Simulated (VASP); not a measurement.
Here is the system:

```yaml
crystal:
  lattice:
    - [0.00000, 3.07576, 3.07576]
    - [3.07576, 0.00000, 3.07576]
    - [3.07576, 3.07576, 0.00000]
  atoms:
    - { symbol: In, position: [0.00000, 0.00000, 0.00000] }
    - { symbol: As, position: [0.25000, 0.25000, 0.25000] }
```

Level of theory: SCAN meta-GGA, VASP's PBE PAW potentials (set 64) (plane waves; VASP). Settings: 520 eV cut-off, 10×10×10 Γ-centred mesh, first-order Methfessel-Paxton smearing of 0.10 eV, potentials In_d As.

Task: Give the stress tensor in GPa (positive for a compressed cell).

Result: 
```
-1.62   0.00   0.00
 0.00  -1.62   0.00
 0.00   0.00  -1.62
```
The pressure is its mean diagonal, -1.62 GPa.

The compound is InAs in the zinc blende structure. This cell is one point of a volume scan, at 1.03 of the reference volume.
